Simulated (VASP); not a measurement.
Given:

```xyz
2
Lattice="0.0000 2.1414 2.1414 2.1414 0.0000 2.1414 2.1414 2.1414 0.0000" Properties=species:S:1:pos:R:3 pbc="T T T"
Ti     0.0000     0.0000     0.0000
N      2.1414     2.1414     2.1414
```

Calculation: PBE GGA, VASP's PBE PAW potentials (set 64) (plane waves; VASP). Run with 400 eV cut-off, 17×17×17 Γ-centred mesh, Fermi-Dirac smearing of 0.050 eV, potentials Ti_sv N.

At this cut-off the stress carries a Pulay error, which pulls relaxed volumes low.

Problem. Give the stress tensor in GPa (positive for a compressed cell).

Solution. 
```
-10.43    0.00    0.00
  0.00  -10.43    0.00
  0.00    0.00  -10.43
```
The pressure is its mean diagonal, -10.43 GPa.

The structure comes from a computed database's TiN entry; how it stands against other phases isn't given here. The cell was not relaxed at this level. The electron count is odd and the run is not spin-polarised, which forces a metal.
